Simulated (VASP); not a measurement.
An input for Quantum ESPRESSO's pw.x (written as the equivalent of a VASP run, and not itself run):

```
&CONTROL
  calculation = 'scf'
  pseudo_dir = './pseudo'
  outdir = './out'
  tprnfor = .true.
  tstress = .true.
/
&SYSTEM
  ibrav = 0
  nat = 1
  ntyp = 1
  ecutwfc = 80
  occupations = 'smearing'
  smearing = 'methfessel-paxton'
  degauss = 0.00735
  input_dft = 'vdw-df2-b86r'
/
&ELECTRONS
  conv_thr = 7.3e-09
  electron_maxstep = 100
/
ATOMIC_SPECIES
  Mo 95.950 Mo.upf
CELL_PARAMETERS angstrom
    -1.5905951    1.5905951    1.5905951
     1.5905951   -1.5905951    1.5905951
     1.5905951    1.5905951   -1.5905951
ATOMIC_POSITIONS crystal
  Mo   0.0000000  0.0000000  0.0000000
K_POINTS automatic
  16 16 16 0 0 0
```

Q: Write the VASP files for the same calculation (rev-vdW-DF2).

A: This is not unique; one that fits is 
INCAR:
```
AGGAC=0.0
ALGO=Normal
EDIFF=1E-7
ENCUT=520
GGA=MK
ISIF=2
ISMEAR=1
LASPH=T
LCHARG=F
LMAXMIX=4
LREAL=F
LUSE_VDW=T
LWAVE=F
NELM=100
PARAM1=0.1234568
PARAM2=0.7114
PREC=Accurate
SIGMA=0.1
SYSTEM=Mo
ZAB_VDW=-1.8867
```

File KPOINTS:
```
Automatic mesh
0
Gamma
16 16 16
0 0 0
```

### POSCAR
```
Mo
1
   -1.5905950736     1.5905950736     1.5905950736
    1.5905950736    -1.5905950736     1.5905950736
    1.5905950736     1.5905950736    -1.5905950736
Mo
1
Direct
  0.0000000000   0.0000000000   0.0000000000
```

POTCAR, in this order: Mo_sv (PBE.64 set). Program: vasp_std.

The two are equivalent in intent, not identical: the potentials are each code's own (VASP's PAW set, PseudoDojo norm-conserving files in pw.x), so ENCUT and ecutwfc are chosen apart and not converted; conv_thr bounds pw.x's estimated SCF error, while EDIFF bounds the energy change between steps.

The compound is Mo in the bcc structure. This cell is one point of a volume scan, at 1.03 of the reference volume.
